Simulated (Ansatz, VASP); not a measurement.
## Cross-check of SiO2 between VASP and Ansatz

One calculation is typed for both programs; each brings its own data sets. How far apart do they land? The cell is taken from a series of runs on this material, whose earlier steps may have relaxed, scaled, displaced or heated it; both programs get it as it stands.

Method: plane waves, with VASP 6.6.1 beside it; G0W0 gap at LDA, in Ansatz 0.2.0.

### Step 1. The starting structure

Symmetry: P4_32_12, No. 96, tetragonal system. The conventional cell has a = 4.859 Å, b = 4.859 Å, c = 6.368 Å, α = 90.00°, β = 90.00°, γ = 90.00°. Si has 4 O at 1.61 Å nearest. Nearest to O lie 2 Si at 1.61 Å. Farther neighbours and most contacts between anions are not listed.

Coordinates:

```xyz
12
Lattice="4.8589 0.0000 0.0000 0.0000 4.8589 0.0000 0.0000 0.0000 6.3675" Properties=species:S:1:pos:R:3 pbc="T T T"
Si    3.9851    3.9851    3.1838
Si    3.3032    1.5557    1.5919
Si    0.8738    0.8738    0.0000
Si    1.5557    3.3032    4.7756
O     1.3137    1.7421    5.0834
O     0.6873    3.7432    3.4915
O     3.5452    3.1168    1.8996
O     4.1716    1.1157    0.3077
O     3.7432    0.6873    2.8760
O     3.1168    3.5452    4.4679
O     1.1157    4.1716    6.0598
O     1.7421    1.3137    1.2841
```

### Step 2. VASP: G0W0 gap, LDA

Quasiparticle shifts depend on high empty states and on the cores, so they are the hardest test of two PAW sets.

Lines of VASP's logs that name or quote its potential files are left out, and so is its time.

The run reads the wave functions of an earlier VASP run, which isn't shown here.

INCAR reads:

```
SYSTEM = SiO2
PREC = Accurate
ENCUT = 440
ISMEAR = 0
SIGMA = 0.01
LREAL = .FALSE.
GGA = CA
NBANDS = 624
ALGO = EVGW0
NELMGW = 1
ENCUTGW = 140
NOMEGA = 64
PRECFOCK = Fast
NBANDSGW = 40
LWAVE = .FALSE.
LCHARG = .FALSE.
```

POSCAR reads:

```
SiO2
1.0
    4.8589065000      0.0000000000      0.0000000000
    0.0000000000      4.8589065000      0.0000000000
    0.0000000000      0.0000000000      6.3675325000
Si O
4 8
Direct
    0.8201709215      0.8201709215      0.5000000000
    0.6798290785      0.3201709215      0.2500000000
    0.1798290785      0.1798290785      0.0000000000
    0.3201709215      0.6798290785      0.7500000000
    0.2703769546      0.3585459053      0.7983310319
    0.1414540947      0.7703769546      0.5483310319
    0.7296230454      0.6414540947      0.2983310319
    0.8585459053      0.2296230454      0.0483310319
    0.7703769546      0.1414540947      0.4516689681
    0.6414540947      0.7296230454      0.7016689681
    0.2296230454      0.8585459053      0.9516689681
    0.3585459053      0.2703769546      0.2016689681
```

KPOINTS reads:

```
Automatic mesh
0
Gamma
4 4 2
0 0 0
```

PAW data sets: Si_GW and O_GW (LDA family, release 64).

Started as:

```bash
$ mpirun -np 8 vasp_std
```

Numbers of over 12 decimals in the logs are rounded to 6 here.

Output:

```text
[banner, memory and clock lines left out]
running    8 mpi-ranks, on    1 nodes
 distrk:  each k-point on    8 cores,    1 groups
 distr:  one band on    1 cores,    8 groups

 POSCAR found type information on POSCAR SiO
 POSCAR found :  2 types and      12 ions
|                                                                             |
|           W    W    AA    RRRRR   N    N  II  N    N   GGGG   !!!           |
|           W    W   A  A   R    R  NN   N  II  NN   N  G    G  !!!           |
|           W    W  A    A  R    R  N N  N  II  N N  N  G       !!!           |
|           W WW W  AAAAAA  RRRRR   N  N N  II  N  N N  G  GGG   !            |
|           WW  WW  A    A  R   R   N   NN  II  N   NN  G    G                |
|           W    W  A    A  R    R  N    N  II  N    N   GGGG   !!!           |
|                                                                             |
|     For optimal performance we recommend to set                             |
|       NCORE = 2 up to number-of-cores-per-socket                            |
|     NCORE specifies how many cores store one orbital (NPAR=cpu/NCORE).      |
|     This setting can greatly improve the performance of VASP for DFT.       |
|     The default, NCORE=1 might be grossly inefficient on modern             |
|     multi-core architectures or massively parallel machines. Do your        |
|     Unfortunately you need to use the default for GW and RPA                |
|     calculations (for HF NCORE is supported but not extensively tested      |
|     yet).                                                                   |
|                                                                             |

|                                                                             |
|           W    W    AA    RRRRR   N    N  II  N    N   GGGG   !!!           |
|           W    W   A  A   R    R  NN   N  II  NN   N  G    G  !!!           |
|           W    W  A    A  R    R  N N  N  II  N N  N  G       !!!           |
|           W WW W  AAAAAA  RRRRR   N  N N  II  N  N N  G  GGG   !            |
|           WW  WW  A    A  R   R   N   NN  II  N   NN  G    G                |
|           W    W  A    A  R    R  N    N  II  N    N   GGGG   !!!           |
|                                                                             |
|     The default for ENCUTGWSOFT is different in this version of VASP.       |
|     please manually set ENCUTGWSOFT =140 in the INCAR file.                 |
|                                                                             |

 LDA part: xc-table for (Slater(with rela. corr.)+CA(PZ))
 , standard interpolation
 found WAVECAR, reading the header
 POSCAR, INCAR and KPOINTS ok, starting setup
 FFT: planning ... GRIDC
 FFT: planning ... GRID_SOFT
 FFT: planning ... GRID
 reading WAVECAR
 the WAVECAR file was read successfully
 initial charge from wavefunction
 available memory per node:     93.17 GB, setting MAXMEM to     95404

 The Fermi energy was updated, please check that it is located mid-gap
 values below the HOMO (VB) or above the LUMO (CB) will cause erroneous energies
 E-fermi :   3.6034

 calculate exact exchange contribution
 the WAVEDER file was read successfully
energies w=
    0.000    0.000    0.575    0.000    1.150    0.000    1.721    0.000
    2.289    0.000    2.852    0.000    3.409    0.000    3.960    0.000
    4.504    0.000    5.041    0.000    5.570    0.000    6.091    0.000
    6.606    0.000    7.114    0.000    7.615    0.000    8.111    0.000
    8.601    0.000    9.087    0.000    9.570    0.000   10.049    0.000
   10.527    0.000   11.004    0.000   11.481    0.000   11.960    0.000
   12.441    0.000   12.927    0.000   13.417    0.000   13.914    0.000
   14.419    0.000   14.933    0.000   15.460    0.000   15.999    0.000
   16.555    0.000   17.128    0.000   17.722    0.000   18.339    0.000
   18.984    0.000   19.659    0.000   20.369    0.000   21.118    0.000
   21.914    0.000   22.762    0.000   23.670    0.000   24.647    0.000
   25.705    0.000   26.855    0.000   28.116    0.000   29.504    0.000
   31.046    0.000   32.770    0.000   34.715    0.000   36.929    0.000
   39.476    0.000   42.439    0.000   45.933    0.000   50.116    0.000
   55.216    0.000   61.570    0.000   69.700    0.000   80.463    0.000
   95.365    0.000  117.327    0.000  152.844    0.000  219.885    0.000
 responsefunction array rank=     592
 LDA part: xc-table for (Slater(with rela. corr.)+CA(PZ))
 , standard interpolation

 min. memory requirement per mpi rank    683.1 MB, per node   5464.6 MB

 allocating   8 responsefunctions rank=   592
 shmem allocating  64 responsefunctions rank=   592
 response function shared by NCSHMEM nodes    1
 Doing            8  frequencies on each core in blocks of           64
NQ=   1    0.0000    0.0000    0.0000,
|.........|.........|.........|.........|.........|.........|.........|.........
 performed       1811000 updates of chi_q(r,r)
 total number of BLAS operations       4431.68 Gflops
NQ=   2    0.2500    0.0000    0.0000,
|.........|.........|.........|.........|.........|.........|.........|.........
 performed       4521000 updates of chi_q(r,r)
 total number of BLAS operations      11500.29 Gflops
NQ=   3    0.5000    0.0000    0.0000,
|.........|.........|.........|.........|.........|.........|.........|.........
 performed       6731000 updates of chi_q(r,r)
 total number of BLAS operations      17409.07 Gflops
NQ=   4    0.2500    0.2500    0.0000,
|.........|.........|.........|.........|.........|.........|.........|.........
 performed       9241000 updates of chi_q(r,r)
 total number of BLAS operations      23865.44 Gflops
NQ=   5    0.5000    0.2500    0.0000,
|.........|.........|.........|.........|.........|.........|.........|.........
 performed      11951000 updates of chi_q(r,r)
 total number of BLAS operations      30615.85 Gflops
NQ=   6    0.5000    0.5000    0.0000,
|.........|.........|.........|.........|.........|.........|.........|.........
 performed      13762000 updates of chi_q(r,r)
 total number of BLAS operations      35357.28 Gflops
NQ=   7    0.0000    0.0000    0.5000,
|.........|.........|.........|.........|.........|.........|.........|.........
 performed      15573000 updates of chi_q(r,r)
 total number of BLAS operations      40367.68 Gflops
NQ=   8    0.2500    0.0000    0.5000,
|.........|.........|.........|.........|.........|.........|.........|.........
 performed      18283000 updates of chi_q(r,r)
 total number of BLAS operations      47313.04 Gflops
NQ=   9    0.5000    0.0000    0.5000,
|.........|.........|.........|.........|.........|.........|.........|.........
 performed      20493000 updates of chi_q(r,r)
 total number of BLAS operations      52939.06 Gflops
NQ=  10    0.2500    0.2500    0.5000,
|.........|.........|.........|.........|.........|.........|.........|.........
 performed      23003000 updates of chi_q(r,r)
 total number of BLAS operations      59327.28 Gflops
NQ=  11    0.5000    0.2500    0.5000,
|.........|.........|.........|.........|.........|.........|.........|.........
 performed      25713000 updates of chi_q(r,r)
 total number of BLAS operations      66520.23 Gflops
NQ=  12    0.5000    0.5000    0.5000,
|.........|.........|.........|.........|.........|.........|.........|.........
 performed      27524000 updates of chi_q(r,r)
 total number of BLAS operations      71195.58 Gflops
 resolving degeneracies of screened two electron integrals

 calculate QP shifts <psi_nk| G(iteration)W_0 |psi_nk>: iteration 1
 entering main loop
```

Parts of OUTCAR (step 2):

```text
ion  position               nearest neighbor table
   1  0.820  0.820  0.500-   6 1.61   9 1.61   7 1.61  10 1.61   2 2.98   4 2.98   2 2.98   4 2.98

  LATTYP: Found a simple tetragonal cell.
 ALAT       =     4.8589065000
 C/A-ratio  =     1.3104867319

 Subroutine GETGRP returns: Found  8 space group operations
 (whereof  2 operations were pure point group operations)

The static configuration has the point symmetry C_2 .
 The point group associated with its full space group is D_4 .

 Found     12 irreducible k-points:

   k-points           NKPTS =     12   k-points in BZ     NKDIM =     32   number of bands    NBANDS=    624

   dimension x,y,z NGX =    36 NGY =   36 NGZ =   48
   dimension x,y,z NGXF=    72 NGYF=   72 NGZF=   96

   ENCUT  =  440.0 eV  32.34 Ry    5.69 a.u.   8.31  8.31 10.89*2*pi/ulx,y,z

   NELECT =      64.0000    total number of electrons

  energy-cutoff  :      440.00
  volume of cell :      150.33
      direct lattice vectors                 reciprocal lattice vectors
     4.858906500  0.000000000  0.000000000     0.205807624  0.000000000  0.000000000
     0.000000000  4.858906500  0.000000000     0.000000000  0.205807624  0.000000000
     0.000000000  0.000000000  6.367532500     0.000000000  0.000000000  0.157046705

 k-points in reciprocal lattice and weights: Automatic mesh
   0.00000000  0.00000000  0.00000000       0.031
   0.25000000  0.00000000  0.00000000       0.125
   0.50000000  0.00000000  0.00000000       0.062
   0.25000000  0.25000000  0.00000000       0.125
   0.50000000  0.25000000  0.00000000       0.125
   0.50000000  0.50000000  0.00000000       0.031
   0.00000000  0.00000000  0.50000000       0.031
   0.25000000  0.00000000  0.50000000       0.125
   0.50000000  0.00000000  0.50000000       0.062
   0.25000000  0.25000000  0.50000000       0.125
   0.50000000  0.25000000  0.50000000       0.125
   0.50000000  0.50000000  0.50000000       0.031

 E-fermi :   3.6034

 QP shifts <psi_nk| G(iteration)W_0 |psi_nk>: iteration 1
 for sc-GW calculations column KS-energies equals QP-energies in previous step
 and V_xc(KS)=  KS-energies - (<T + V_ion + V_H > + <T+V_H+V_ion>^1  + <V_x>^1)
 k-point   1 :       0.0000    0.0000    0.0000
  band No.  KS-energies  QP-energies   sigma(KS)   V_xc(KS)     V^pw_x(r,r')   Z            occupation Imag(sigma)
    ...
     29      -0.1112      -1.7749     -21.5243     -19.4443     -25.3332       0.7998       2.0000       0.0576
     30       0.2555      -1.3844     -21.7691     -19.7183     -25.6038       0.7996       2.0000       0.0576
     31       0.2555      -1.3844     -21.7691     -19.7183     -25.6038       0.7996       2.0000       0.0576
     32       0.7658      -0.8346     -21.8993     -19.9011     -25.6793       0.8009       2.0000       0.0559
     33       6.4409       7.9560      -9.7633     -11.5221      -6.4820       0.8614       0.0000      -0.0450
     34       9.4158      11.2509      -8.6389     -10.7885      -4.7924       0.8537       0.0000      -0.0556
     35       9.4158      11.2509      -8.6389     -10.7885      -4.7924       0.8537       0.0000      -0.0556
     36       9.9776      11.8616      -8.5633     -10.7702      -4.7299       0.8537       0.0000      -0.0557
    ...

 k-point   2 :       0.2500    0.0000    0.0000
  band No.  KS-energies  QP-energies   sigma(KS)   V_xc(KS)     V^pw_x(r,r')   Z            occupation Imag(sigma)
    ...
     29      -0.2216      -1.9133     -21.3539     -19.2359     -25.1730       0.7987       2.0000       0.0583
     30       0.1783      -1.4709     -21.7242     -19.6610     -25.5543       0.7993       2.0000       0.0578
     31       0.1853      -1.4663     -21.6663     -19.6010     -25.4950       0.7997       2.0000       0.0577
     32       0.5916      -1.0348     -21.6858     -19.6559     -25.4505       0.8012       2.0000       0.0560
     33       7.1461       8.7428     -10.1726     -12.0354      -6.8980       0.8571       0.0000      -0.0458
     34       9.5516      11.3696      -8.8067     -10.9384      -5.0613       0.8528       0.0000      -0.0548
     35       9.5685      11.4106      -8.7834     -10.9451      -4.9738       0.8522       0.0000      -0.0555
     36       9.8245      11.8106      -9.8337     -12.1758      -6.0132       0.8480       0.0000      -0.0561
    ...

 k-point   3 :       0.5000    0.0000    0.0000
  band No.  KS-energies  QP-energies   sigma(KS)   V_xc(KS)     V^pw_x(r,r')   Z            occupation Imag(sigma)
    ...
     29      -0.0081      -1.6895     -21.4295     -19.3252     -25.2409       0.7990       2.0000       0.0581
     30      -0.0081      -1.6895     -21.4295     -19.3252     -25.2409       0.7990       2.0000       0.0581
     31       0.2141      -1.4510     -21.4024     -19.3198     -25.1722       0.7995       2.0000       0.0572
     32       0.2141      -1.4510     -21.4024     -19.3198     -25.1722       0.7995       2.0000       0.0572
     33       8.5955      10.3689     -10.4680     -12.5536      -7.0176       0.8503       0.0000      -0.0505
     34       8.5955      10.3689     -10.4680     -12.5536      -7.0176       0.8503       0.0000      -0.0505
     35       9.7613      11.5938      -8.9808     -11.1339      -5.2776       0.8511       0.0000      -0.0548
     36       9.7613      11.5938      -8.9808     -11.1339      -5.2776       0.8511       0.0000      -0.0548
    ...

 k-point   4 :       0.2500    0.2500    0.0000
  band No.  KS-energies  QP-energies   sigma(KS)   V_xc(KS)     V^pw_x(r,r')   Z            occupation Imag(sigma)
    ...
     29      -0.1668      -1.8897     -21.1176     -18.9600     -24.9160       0.7985       2.0000       0.0589
     30       0.0682      -1.5957     -21.6347     -19.5514     -25.4745       0.7987       2.0000       0.0583
     31       0.1669      -1.4908     -21.6331     -19.5591     -25.4489       0.7993       2.0000       0.0576
     32       0.4907      -1.1456     -21.6213     -19.5779     -25.3853       0.8008       2.0000       0.0562
     33       7.7505       9.4201     -10.4523     -12.4092      -7.1657       0.8532       0.0000      -0.0468
     34       9.2266      11.1042      -9.3162     -11.5209      -5.5622       0.8516       0.0000      -0.0545
     35       9.5364      11.3951      -9.4405     -11.6235      -5.7357       0.8514       0.0000      -0.0546
     36       9.8006      11.7670     -10.0601     -12.3858      -6.2738       0.8455       0.0000      -0.0563
    ...

[... 4 further parts left out ...]
```

(Continued in part 2 of 2.)

[Lines on the potential files, build, host, timing and source positions are cut from VASP's logs without a mark.]

[Logs are printed without paths, hosts, clocks, repeated set-up lines and the standing remarks that a program may print on its own settings, such as how far it seeks lower states.]

[Hosts, paths, dates, database ids (printed as entryN), source tags and the programs' standing remarks are cut or masked in the printed files.]
